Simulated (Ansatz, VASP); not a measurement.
Given: the input of a run of VASP 6.6.1 on CS2. The cell comes from a database or a generator and needn't be the stable form of this composition.

Contents of INCAR:

```
SYSTEM = CS2
  ALGO = Normal
  EDIFF = 1E-7
  ENCUT = 520
  GGA = PS
  ISIF = 2
  ISMEAR = -1
  KPAR = 2
  LASPH = .TRUE.
  LCHARG = .FALSE.
  LREAL = .FALSE.
  LWAVE = .FALSE.
  NBANDS = 25
  NELM = 100
  PREC = Accurate
  SIGMA = 0.05
```

Contents of KPOINTS:

```
k-points
0
G
  6 6 3
  0 0 0
```

File POSCAR:

```
CS2
1.0
    3.6457880000     -2.9943140000      0.0000000000
    3.6457880000      2.9943140000      0.0000000000
    0.0000000000      0.0000000000      9.8512570000
S C
4 2
Direct
    0.1815210000      0.8184790000      0.8868670000
    0.3184790000      0.6815210000      0.3868670000
    0.6815210000      0.3184790000      0.6131330000
    0.8184790000      0.1815210000      0.1131330000
    0.5000000000      0.5000000000      0.5000000000
    0.0000000000      0.0000000000      0.0000000000
```

Potentials or basis: VASP PAW PBE potentials, release 64 (S, C).

Launch:

```bash
$ cat potpaw_PBE.64/S/POTCAR potpaw_PBE.64/C/POTCAR > POTCAR
$ mpirun -np 2 vasp_std > vasp.out
```

Q: Translate it to Ansatz 0.2.0. Potentials or basis there: all-electron LAPW, scalar-relativistic.

A: As run (cutoffs and basis follow the program's own potentials, and thresholds, step limits or extra output files can differ):

File input.yaml:

```yaml
crystal:
  lattice:
    - [3.645788, -2.994314, 0.0]
    - [3.645788, 2.994314, 0.0]
    - [0.0, 0.0, 9.851257]
  atoms:
    - { symbol: S, position: [0.181521, 0.818479, 0.886867] }
    - { symbol: S, position: [0.318479, 0.681521, 0.386867] }
    - { symbol: S, position: [0.681521, 0.318479, 0.613133] }
    - { symbol: S, position: [0.818479, 0.181521, 0.113133] }
    - { symbol: C, position: [0.5, 0.5, 0.5] }
    - { symbol: C, position: [0.0, 0.0, 0.0] }
kpoints:
  mp_grid: { grid: [6, 6, 3] }
scf:
  occupations: { method: fermi_dirac, width: 0.05 }
hamiltonian:
  xc: pbesol
  pseudopotentials: { kind: all_electron, lapw: { basis_error: 0.001 } }
output:
  forces: true
  stress: true
  eigenvalues: true
  populations: true
```

Potentials or basis: all-electron LAPW, scalar-relativistic.

The run is started by

```sh
$ ansatz run input.yaml --threads 4 --pin off --max-ram 12288MiB --backend cpu --events-out ev --progress --plain --runs-dir out
```

Both were run:

|  | VASP | Ansatz |
| --- | --- | --- |
| Pressure | -0.4 GPa | -0.1 GPa |

VASP's potentials were made for PBE.

Where Ansatz's input types no cutoff or centring, it takes its own default and a Γ-centred mesh.

Pressure is positive in compression.
